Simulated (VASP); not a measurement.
Method: LDA (Ceperley-Alder, Perdew-Zunger), VASP's LDA PAW potentials (set 64) (plane waves; VASP).

VASP ran on this input.

### POSCAR
```
Ta
1.0
 -1.6299259663   1.6299259663   1.6299259663
  1.6299259663  -1.6299259663   1.6299259663
  1.6299259663   1.6299259663  -1.6299259663
Ta
1
direct
  0.0000000000   0.0000000000   0.0000000000
```

### INCAR
```
PREC = Accurate
ENCUT = 400   # plane-wave cut-off (eV)
LWAVE = .FALSE.
NSW = 30   # most ionic steps
LREAL = .FALSE.
EDIFFG = -0.001
LASPH = .TRUE.   # aspherical one-centre terms
LCHARG = .FALSE.
ISIF = 2
NELM = 100   # most electronic steps
EDIFF = 1E-8   # SCF stop (eV)
ALGO = Normal
LMAXMIX = 6   # l cut-off of mixed one-centre charges
IBRION = 1   # quasi-Newton
SIGMA = 0.1   # width (eV)
SYSTEM = Ta
ISMEAR = 1   # Methfessel-Paxton
```

File KPOINTS:
```
Automatic mesh
0
Gamma
14 14 14
0 0 0
```

POTCAR, in this order: Ta_pv (LDA.64 set). Program: vasp_std.

What VASP printed:

**OSZICAR**
```
       N       E                     dE             d eps       ncg     rms          rms(c)
DAV:   1     0.368970017237E+02    0.36897E+02   -0.57696E+03  1872   0.965E+02
DAV:   2    -0.127262486158E+02   -0.49623E+02   -0.48838E+02  2423   0.220E+02
DAV:   3    -0.132987456061E+02   -0.57250E+00   -0.55004E+00  2100   0.237E+01
DAV:   4    -0.133022176412E+02   -0.34720E-02   -0.34713E-02  2205   0.157E+00
DAV:   5    -0.133022494046E+02   -0.31763E-04   -0.31763E-04  2163   0.106E-01    0.145E+01
DAV:   6    -0.129469880726E+02    0.35526E+00   -0.37384E-01  1942   0.722E+00    0.700E+00
DAV:   7    -0.128335853243E+02    0.11340E+00   -0.30483E-01  1965   0.617E+00    0.337E-01
DAV:   8    -0.128314359407E+02    0.21494E-02   -0.32621E-03  2022   0.791E-01    0.132E-01
DAV:   9    -0.128313633320E+02    0.72609E-04   -0.63568E-05  2211   0.742E-02    0.297E-02
DAV:  10    -0.128313633889E+02   -0.56940E-07   -0.33801E-06  2121   0.245E-02    0.346E-03
DAV:  11    -0.128313634169E+02   -0.27937E-07   -0.44046E-08  2116   0.294E-03    0.705E-04
DAV:  12    -0.128313634180E+02   -0.11648E-08   -0.13538E-09  1095   0.450E-04
   1 F= -.12831363E+02 E0= -.12831409E+02  d E =-.128314E+02
```

File OUTCAR:
```
------------------------ aborting loop because EDIFF is reached ----------------------------------------
  FORCE on cell =-STRESS in cart. coord.  units (eV):
  Direction    XX          YY          ZZ          XY          YZ          ZX
  --------------------------------------------------------------------------------------
  Total       -0.0026723     -0.0026723     -0.0026723      0.0000000      0.0000000     -0.0000000
  in kB       -0.2471879     -0.2471879     -0.2471879      0.0000000      0.0000000     -0.0000000
  external PRESSURE =      -0.2471879 kB  Pullay stress =       0.0000000 kB
  volume of cell :       17.32
      direct lattice vectors                 reciprocal lattice vectors
    -1.629925966  1.629925966  1.629925966     0.000000000  0.306762399  0.306762399
     1.629925966 -1.629925966  1.629925966     0.306762399  0.000000000  0.306762399
     1.629925966  1.629925966 -1.629925966     0.306762399  0.306762399  0.000000000
 POSITION                                       TOTAL-FORCE (eV/Angst)
 -----------------------------------------------------------------------------------
      0.00000      0.00000      0.00000        -0.000000      0.000000      0.000000
 -----------------------------------------------------------------------------------
    total drift:                                0.000000     -0.000000      0.000000
  FREE ENERGIE OF THE ION-ELECTRON SYSTEM (eV)
  ---------------------------------------------------
  free  energy   TOTEN  =       -12.8313634180 eV

  energy  without entropy=      -12.8314998196  energy(sigma->0) =      -12.83140889

 reached required accuracy - stopping structural energy minimisation
```
(Selected blocks of OUTCAR.)

The compound is Ta in the bcc structure. It was relaxed first. The start is the result of an earlier pass.
